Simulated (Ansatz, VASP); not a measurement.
# Cross-check of Ru (Ru strained to the junction's net) between VASP and Ansatz

Aim: how closely do two programs agree when they are given the same cell, functional and k mesh? The structure shown is the end of the Ansatz relaxation below.

Calculated with Ansatz 0.2.0; plane waves, with VASP 6.6.1 beside it; single point at PBE.

## (1) The structure

Symmetry: P6_3/mmc, No. 194, hexagonal system. The conventional cell has a = 2.685 Å, b = 2.685 Å, c = 4.328 Å, α = 90.00°, β = 90.00°, γ = 120.00°. Ru has 12 Ru at 2.66 to 2.69 Å nearest.

## (2) Ansatz: relaxation, PBE

Ansatz runs on its default PAW (the set named soft_2) files.

This run makes the geometry at which the two programs are then compared.

Input file input.yaml:

```yaml
crystal:
  lattice:
    - [2.685, 0.0, 0.0]
    - [-1.3425, 2.3252782092, 0.0]
    - [0.0, 0.0, 4.3286415441]
  atoms:
    - { symbol: Ru, position: [0.0, 0.0, 0.0] }
    - { symbol: Ru, position: [0.3333333333, 0.6666666667, 0.5] }
kpoints:
  mp_grid: { grid: [18, 18, 7] }
scf:
  occupations: { method: fermi_dirac, width: 0.1 }
  max_iter: 150
hamiltonian:
  xc: pbe
relax:
  f_tol: 0.01
  max_steps: 40
  cell: { fix: [a, b, angles] }
```

Command:

```console
> ansatz run input.yaml --threads 4 --pin off --max-ram 10240MiB --backend cpu --events-out ev --progress --plain --runs-dir out
```

Numbers of over 12 decimals in the logs are rounded to 6 here.

Log:

```text
Engine: ansatz 0.2.0, aarch64-unknown-linux-gnu
Pseudopotentials: kind: paw
Pseudopotential: Ru, paw, valence charge 16, recommended cutoff 420 eV (normal), Ru.paw.azcp
Functional definition: PBE
  parameter kappa = 0.804
  parameter beta = 0.066725
  exchange = pbe_x(kappa = kappa, mu = beta*pi^2/3)
  correlation = pbe_c(beta = beta)
Crystal: 2 atoms, lattice volume = 27.025 Å³
Basis set: ecut = 420 eV, 537 PW (Γ), exchange–correlation on 36×36×60 points (8 copies of the dense FFT grid, shifted against one another)
Bands: 20, of which v1, the nominal top of the filled ones, is band 16 counted from 1 (15 counted from 0)
Symmetry: 24 space group operations
Space group: P63/mmc (ITA 194), of the structure as read, at distance tolerance 3.0e-5 Å
k-points: 148 of 2268
Non-local potential: Ru, projectors of the file, l = 0: 3, l = 1: 2, l = 2: 2, l = 3: 1
PAW form: soft (Blöchl's): semilocal exchange-correlation on the pseudo side does not see the compensation charge
PAW one-centre angular grid: Ru, 590 points (default); XC on 64 Gauss nodes
Initial density: superposition of atomic densities (neutral atoms: chi_scale 0, normalization atom), corrected by the library's trained network
Initial wavefunctions: pseudopotential atomic-orbital guess
Functional: x = pbe(κ = 0.804, μ = 0.219515), c = pbe(β = 0.066725)
SCF iter   1: F=—  HF=-11757.379459 eV  |F-HF|=—  |Δ(HF+E_count)|=         —  Δρ=6.53e-3  dr2=2.21e-3  ethr=1.77e-3  ⟨swp⟩=5.0  Hψ=11439  notcnv=0
preconditioner: auto → none  [metal: Δε(μ)=0.019 eV  Ē_g=5.866 eV  σ=0.100 eV  W_gap=0.05  n_scr=8 (ndim 8)  ℏωp=28.6 eV  f_vac=0.000  D(μ)=1.65/eV (n_scr^D=22)  sad-step TF]
SCF iter   2: F=—  HF=-11757.381869 eV  |F-HF|=—  |Δ(HF+E_count)|=   2.41e-3  Δρ=3.82e-3  dr2=7.92e-4  ethr=6.90e-6  ⟨swp⟩=2.0  Hψ=6466  notcnv=0
SCF iter   3: F=—  HF=-11757.382912 eV  |F-HF|=—  |Δ(HF+E_count)|=   1.04e-3  Δρ=2.62e-4  dr2=3.45e-6  ethr=2.48e-6  ⟨swp⟩=2.1  Hψ=3996  notcnv=0
SCF iter   4: F=—  HF=-11757.382952 eV  |F-HF|=—  |Δ(HF+E_count)|=   3.99e-5  Δρ=1.05e-4  dr2=5.71e-7  ethr=1.08e-8  ⟨swp⟩=2.0  Hψ=5367  notcnv=0
SCF iter   5: F=—  HF=-11757.382953 eV  |F-HF|=—  |Δ(HF+E_count)|=   7.52e-7  Δρ=2.62e-5  dr2=1.35e-7  ethr=1.79e-9  ⟨swp⟩=2.0  Hψ=5344  notcnv=0
SCF iter   6: F=-11757.382953 eV  HF=-11757.382953 eV  |F-HF|=1.11e-9  |Δ(HF+E_count)|=   4.54e-8  Δρ=2.99e-6  dr2=1.95e-9  ethr=3.13e-10  ⟨swp⟩=4.0  Hψ=9556  notcnv=0
SCF 1 converged in 6 iterations: F = -11757.382953 eV  dr2 = 1.95e-9
  greatest PAW one-centre occupation: 0.998 electrons in one spin orbital (limit 2), on the Ru atom at site 1 (counted from 0), in its partial waves of l = 0
relax step   1: F+E_penalty+E_count = -11757.38295254 eV  Δ(F+E_penalty+E_count) = +0.000e0 eV  max|allowed force component| = 7.401e-17 eV/Å  Δτ_max = 0.0000 Å  P = +6.139 GPa  Ω = 27.025 Å³  fix = [a, b, alpha, beta, gamma]  reactions: a +9.245, b +9.245 GPa  (6 SCF iters, dr2 threshold 1.00e-7 eV, accepted)
[...]
relax step   2: F+E_penalty+E_count = -11757.38295537 eV  Δ(F+E_penalty+E_count) = -2.828e-6 eV  max|allowed force component| = 1.388e-17 eV/Å  Δτ_max = 0.0000 Å  P = +6.207 GPa  Ω = 27.020 Å³  energy of the carried Pulay correction = +2.578e-6 eV  fix = [a, b, alpha, beta, gamma]  reactions: a +9.282, b +9.282 GPa  (6 SCF iters, dr2 threshold 1.32e-8 eV, accepted)
[...]
relax step   3: F+E_penalty+E_count = -11757.38295466 eV  Δ(F+E_penalty+E_count) = +7.074e-7 eV  max|allowed force component| = 9.252e-18 eV/Å  Δτ_max = 0.0000 Å  P = +6.177 GPa  Ω = 27.022 Å³  energy of the carried Pulay correction = +1.436e-6 eV  fix = [a, b, alpha, beta, gamma]  reactions: a +9.266, b +9.266 GPa  (6 SCF iters, dr2 threshold 8.36e-9 eV, accepted)
[...]
relax step   4: F+E_penalty+E_count = -11757.38295337 eV  Δ(F+E_penalty+E_count) = +1.284e-6 eV  max|allowed force component| = 4.626e-18 eV/Å  Δτ_max = 0.0000 Å  P = +6.177 GPa  Ω = 27.022 Å³  fix = [a, b, alpha, beta, gamma]  reactions: a +9.266, b +9.266 GPa  stress off target by 2.55e-4 GPa on what of the cell is left free  SCF on the basis re-selected at this cell (its energy is not comparable with the rows above)  (7 SCF iters)
basis re-selected at this cell: Δ(F+E_penalty+E_count) = +1.284e-6 eV, ΔP = +0.000 GPa vs the last step (what re-selecting the basis moved, of the pressure what is left beyond the Pulay correction that the steps carried, after the strain that the cell walked since its last selection, with what the two solves' SCF thresholds leave and, on support functions, any second-order correction that the steps lacked; it is no m [...]
SCF converged after 7 iterations
Free energy (F): -11757.382953 eV
Harris-Foulkes:  -11757.382953 eV  (|F-HF|=3.64e-12)
Internal energy: -11757.328266 eV  (E = F + TS)
E sigma→0 (E₀):  -11757.355610 eV
Entropy (-TS):   -0.054688 eV (-27.344 meV/atom)
Fermi energy:    23.672970 eV
--- Per-component energies (eV) ---
  E_band       = -101.901462
  E_kinetic    = 1029.277384
  E_local      = -2504.440848  (includes V_loc(G=0)·N_el)
  E_nonlocal   = 685.979352
  E_hartree    = 804.816540
  E_xc         = -381.583207
  E_vxc        = -479.121161  (∫ρ·V_xc dr)
  E_paw        = -6921.412018  (= ΣΔE_a)
  E_vpaw       = -443.228868  (= ΣTr[D̂ρ^β])
  E_aug_tail   = -0.000399  (compensation charges beyond the density's cutoff)
  E_ewald      = -4469.965070
  E_smearing   = -0.054688  (= −TS)
  E_closure    = -0.000000  (closes the sum)
  Σ components = -11757.382953   (vs F -11757.382953, Δ=0.00e0)
--- Forces (eV/Å), atoms counted from 1 ---
  atom   1  Ru     0.00000000    -0.00000000     0.00000000
  atom   2  Ru    -0.00000000     0.00000000     0.00000000
  max |Σ_I F_I| component: 9.25e-18 eV/Å
--- Stress (GPa, compression-positive) ---
        9.265528       0.000000       0.000000
        0.000000       9.265528       0.000000
        0.000000       0.000000       0.000255
  P = ⅓ Tr σ = 6.1771 GPa (61.771 kbar)
--- Band table (eV; the first three rows and the last of 148) ---
  k-point 0: bands = [... 12 lower, 21.0643, 21.7086, 21.7086, 22.4072, 22.4072, 24.7485, 24.8623, 24.8623]
  k-point 1: bands = [... 12 lower, 20.9668, 21.5921, 21.5921, 22.6737, 22.6737, 24.0416, 24.8593, 24.8593]
  k-point 2: bands = [... 12 lower, 20.8514, 21.3221, 21.3221, 22.5713, 23.2613, 23.2613, 24.7646, 24.7646]
  k-point 147: bands = [... 12 lower, 20.9191, 20.9191, 22.3266, 22.6748, 24.9274, 24.9274, 32.1401, 32.1401]
--- Relaxed structure (3 steps of the walk, 3 accepted, 1 SCFs on fresh bases) ---
  F+E_penalty+E_count = -11757.38295337 eV   max|allowed force component| = 4.626e-18 eV/Å   (the final SCF, on the basis selected at the relaxed cell)
  cell:  # Å, volume = 27.0223 Å³
    - [2.685000, 0, 0.0]
    - [-1.342500, 2.325278, 0.0]
    - [0.0, 0.0, 4.328157]
  atoms:
    - { symbol: Ru, position: [9.251858539620035e-18, -5.08852219630634e-17, 0.0] }
    - { symbol: Ru, position: [0.333333, 0.666667, 0.5] }
```

Reading the cycles: dr2 is the Hartree energy of the density residual (eV), the measure of convergence; HF is the Harris–Foulkes estimate of the energy, which meets the free energy F at convergence.

## (3) VASP: single point, PBE

The same cell, functional, mesh and smearing now go to VASP, with its own data sets.

Lines of VASP's logs that name or quote its potential files are left out, and so is its time.

Input file INCAR:

```
SYSTEM = Ru
PREC = Accurate
ENCUT = 500
EDIFF = 1E-06
NELM = 120
ISMEAR = -1
SIGMA = 0.1
LREAL = .FALSE.
ALGO = Normal
GGA = PE
NBANDS = 20
LASPH = .TRUE.
LORBIT = 11
LWAVE = .FALSE.
LCHARG = .FALSE.
ISIF = 2
GGA_COMPAT = .FALSE.
```

Input file POSCAR:

```
Ru
1.0
    2.6850000000      0.0000000000      0.0000000000
   -1.3425000000      2.3252782092      0.0000000000
    0.0000000000      0.0000000000      4.3281571334
Ru
2
Direct
    0.0000000000      0.0000000000      0.0000000000
    0.3333333333      0.6666666667      0.5000000000
```

Input file KPOINTS:

```
Automatic mesh
0
Gamma
18 18 7
0 0 0
```

The projector-augmented-wave data sets are Ru_pv (PBE family, release 64).

Command:

```console
> mpirun -np 1 vasp_std
```

Log:

```text
[banner, memory and clock lines left out]
running    1 mpi-ranks, on    1 nodes
 distrk:  each k-point on    1 cores,    1 groups
 distr:  one band on    1 cores,    1 groups

 POSCAR found type information on POSCAR Ru
 POSCAR found :  1 types and       2 ions
 LDA part: xc-table for (Slater+PW92), standard interpolation
 POSCAR, INCAR and KPOINTS ok, starting setup
 FFT: planning ... GRIDC
 FFT: planning ... GRID_SOFT
 FFT: planning ... GRID
 WAVECAR not read
 entering main loop
       N       E                     dE             d eps       ncg     rms          rms(c)
DAV:   1     0.281874614215E+03    0.28187E+03   -0.16686E+04  5920   0.149E+03
DAV:   2    -0.138006451510E+02   -0.29568E+03   -0.28771E+03  6096   0.453E+02
DAV:   3    -0.197621445202E+02   -0.59615E+01   -0.59051E+01  6796   0.718E+01
DAV:   4    -0.198112304256E+02   -0.49086E-01   -0.49047E-01  7340   0.628E+00
DAV:   5    -0.198122381278E+02   -0.10077E-02   -0.10058E-02  6924   0.746E-01    0.179E+01
DAV:   6    -0.185607527311E+02    0.12515E+01   -0.28823E+00  6732   0.172E+01    0.493E+00
DAV:   7    -0.184811535719E+02    0.79599E-01   -0.42515E-01  6788   0.513E+00    0.110E+00
DAV:   8    -0.184747347209E+02    0.64189E-02   -0.24264E-02  6628   0.111E+00    0.288E-01
DAV:   9    -0.184743667854E+02    0.36794E-03   -0.14639E-03  6788   0.418E-01    0.354E-02
DAV:  10    -0.184743676769E+02   -0.89153E-06   -0.14210E-04  6640   0.123E-01    0.322E-02
DAV:  11    -0.184743619588E+02    0.57181E-05   -0.20446E-05  6768   0.433E-02    0.143E-03
DAV:  12    -0.184743618975E+02    0.61377E-07   -0.14617E-07  4140   0.386E-03
   1 F= -.18474362E+02 E0= -.18446994E+02  d E =-.547364E-01
```

OUTCAR, selected parts (step 3):

```text
ion  position               nearest neighbor table
   1  0.000  0.000  0.000-   2 2.66   2 2.66   2 2.66   2 2.66   2 2.66   2 2.66
   2  0.333  0.667  0.500-   1 2.66   1 2.66   1 2.66   1 2.66   1 2.66   1 2.66

  LATTYP: Found a hexagonal cell.
 ALAT       =     2.6850000000
 C/A-ratio  =     1.6119765860

 Subroutine GETGRP returns: Found 24 space group operations
 (whereof 12 operations were pure point group operations)

The static configuration has the point symmetry D_3h.
 The point group associated with its full space group is D_6h.

 Found    148 irreducible k-points:

   k-points           NKPTS =    148   k-points in BZ     NKDIM =    148   number of bands    NBANDS=     20

   dimension x,y,z NGX =    20 NGY =   20 NGZ =   32
   dimension x,y,z NGXF=    40 NGYF=   40 NGZF=   64

   ENCUT  =  500.0 eV  36.75 Ry    6.06 a.u.   4.90  4.90  7.89*2*pi/ulx,y,z

   NELECT =      28.0000    total number of electrons

 k-points in reciprocal lattice and weights: Automatic mesh
   0.00000000  0.00000000  0.00000000       0.000
   0.05555556 -0.00000000  0.00000000       0.003
   0.11111111 -0.00000000  0.00000000       0.003
   0.16666667  0.00000000  0.00000000       0.003
   0.22222222  0.00000000  0.00000000       0.003
   0.27777778  0.00000000  0.00000000       0.003
   0.33333333  0.00000000  0.00000000       0.003
   0.38888889  0.00000000  0.00000000       0.003
   0.44444444  0.00000000  0.00000000       0.003
[...]
0.33333333  0.27777778  0.42857143       0.011
   0.33333333  0.33333333  0.42857143       0.002

 average (electrostatic) potential at core
       1 -67.1226       2 -67.1226

 E-fermi :  12.9384

 k-point     1 :       0.0000    0.0000    0.0000
  band No.  band energies     occupation
    ...
     11      10.3335      2.00000
     12      10.9771      2.00000
     13      10.9771      2.00000
     14      11.6744      1.99999
     15      11.6744      1.99999
     16      14.0168      0.00004
     17      14.1257      0.00001
     18      14.1257      0.00001
     19      23.0392      0.00000
     20      23.3554      0.00000

 k-point     2 :       0.0556   -0.0000    0.0000
  band No.  band energies     occupation
    ...
     12      10.9217      2.00000
     13      11.0658      2.00000
     14      11.5533      2.00000
     15      11.6017      2.00000
     16      12.9556      0.91423
     17      14.1683      0.00001
     18      15.3415      0.00000
     19      23.0217      0.00000
     20      23.3544      0.00000

 k-point     3 :       0.1111   -0.0000    0.0000
  band No.  band energies     occupation
    ...
     12      10.9264      2.00000
     13      11.0876      2.00000
     14      11.3270      2.00000
     15      11.4081      2.00000
     16      12.1748      1.99903
     17      14.2756      0.00000
     18      16.6956      0.00000
     19      22.9665      0.00000
     20      23.3508      0.00000

  Total        1.5513751      1.5513751     -0.0073126      0.0000000      0.0000000     -0.0000000
  in kB       91.9824927     91.9824927     -0.4335720      0.0000000      0.0000000     -0.0000000
  external PRESSURE =      61.1771378 kB  Pullay stress =       0.0000000 kB

  energy-cutoff  :      500.00
  volume of cell :       27.02
      direct lattice vectors                 reciprocal lattice vectors
     2.685000000  0.000000000  0.000000000     0.372439479  0.215028033  0.000000000
    -1.342500000  2.325278209  0.000000000     0.000000000  0.430056066  0.000000000
     0.000000000  0.000000000  4.328157133     0.000000000  0.000000000  0.231045216

 POSITION                                       TOTAL-FORCE (eV/Angst)
 -----------------------------------------------------------------------------------
      0.00000      0.00000      0.00000         0.000000     -0.000000      0.000000
     -0.00000      1.55019      2.16408        -0.000000      0.000000      0.000000
 -----------------------------------------------------------------------------------
    total drift:                                0.000000     -0.000000     -0.000000

  FREE ENERGIE OF THE ION-ELECTRON SYSTEM (eV)
  ---------------------------------------------------
  free  energy   TOTEN  =       -18.4743618975 eV

  energy  without entropy=      -18.4196255149  energy(sigma->0) =      -18.44699371

 total charge
# of ion       s       p       d       tot
------------------------------------------
    1        0.408   6.315   5.957  12.679
    2        0.408   6.315   5.957  12.679
--------------------------------------------------
tot          0.816  12.630  11.913  25.359

[... 3 further parts left out ...]
```

The run ends at a pressure of 6.12 GPa.

## (4) Comparison

Known differences besides the potentials themselves: the data sets hold 32 valence electrons in Ansatz (on its default PAW (the set named soft_2) files) and 28 in VASP; the cutoff is 420 eV in Ansatz and 500 eV in VASP; Ansatz's pressure holds a Pulay correction, VASP's none. Total energies have different zeros and are not compared.

The two programs side by side:

```csv
quantity,Ansatz,VASP,difference
pressure (GPa),6.18,6.12,+0.06
```

## (5) Summary of results

| Property | Result |
| --- | --- |
| difference in pressure (single point, PBE) | 0.059 GPa |

**Reading.** The difference in pressure is 0.059 GPa (single point, PBE), within the 1 GPa picked in this series as the mark of a large difference. The data sets hold unlike numbers of valence electrons (32 in Ansatz and 28 in VASP), so part of the differences comes from the potentials. How closely two codes agree says nothing of how well the functional describes the real material.

[Lines on the potential files, build, host, timing and source positions are cut from VASP's logs without a mark.]

[Logs are printed without paths, hosts, clocks, repeated set-up lines and the standing remarks that a program may print on its own settings, such as how far it seeks lower states.]

[Hosts, paths, dates, database ids (printed as entryN), source tags and the programs' standing remarks are cut or masked in the printed files.]
